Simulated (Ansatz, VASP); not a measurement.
Os4C: VASP beside Ansatz

```
Os C
1.0
     0.00000    4.08330    4.08330
     4.08330    0.00000    4.08330
     4.08330    4.08330    0.00000
Os C
8 2
Cartesian
  3.1674 3.1674 3.1674
  4.9992 4.9992 3.1674
  4.9992 3.1674 4.9992
  5.2090 5.2090 7.0409
  7.0409 7.0409 7.0409
  3.1674 4.9992 4.9992
  5.2090 7.0409 5.2090
  7.0409 5.2090 5.2090
  0.0000 0.0000 0.0000
  2.0416 2.0416 2.0416
```

Change from the starting cell: species swapped into the Ba4Rh type (Fd-3m, No. 227).

Alike in both runs: functional PBE; k mesh 4 × 4 × 4; occupations gaussian, width 0.1 eV; no spin polarisation.

Ansatz relaxed the structure, and its values are those at the end. VASP's run is a single point on that final structure, the one shown.

|  | VASP | Ansatz |
| --- | --- | --- |
| version | VASP 6.6.1 | Ansatz 0.2.0 |
| potentials or method | VASP PAW PBE potentials, release 64 (Os, C) | scalar-relativistic, plane waves, PAW |
| plane-wave cutoff (eV) | 520 | 420 |
| valence electrons in the cell | 72 | 136 |

Ansatz gave:

- gap on the k mesh at the Fermi level (eV): none
- pressure (GPa): 0.0
- rms of the force components (eV/Å): 0.000

Q: What did VASP give for the same quantities?

A: gap on the k mesh at the Fermi level (eV): none; pressure (GPa): 1.1; rms of the force components (eV/Å): 0.091.

A gap of «none» marks a metal or a gap that the smearing closes. The two sets of potentials don't hold the same shells in valence.

The runs have no spin-orbit coupling, so splittings on Os are missing.
